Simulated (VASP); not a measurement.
Here is the system:

```xyz
3
Lattice="1.9672 -3.3991 0.0000 1.9672 3.3991 0.0000 0.0000 0.0000 3.4729" Properties=species:S:1:pos:R:3 pbc="T T T"
Ba     0.0000     0.0000     0.0000
O      1.9672     0.7433     1.7365
O      1.9672    -0.7433     1.7365
```

These are LDA (Ceperley-Alder, Perdew-Zunger), VASP's LDA PAW potentials (set 64) (plane waves; VASP) values and carry that method's errors. Numerical set-up: 520 eV cut-off, 7×7×7 Γ-centred mesh, tetrahedra with Blöchl corrections, potentials Ba_sv O.

Task: Predict the energy per atom (σ→0).

Result: 
The energy per atom (σ→0) is -6.353 eV/atom.

Total energies compare only between runs with the same potentials, cut-off and functional.

The structure comes from a computed database's BaO2 entry (Cmmm); how it stands against other phases isn't given here. It was relaxed first, which changed the volume by -17 %.
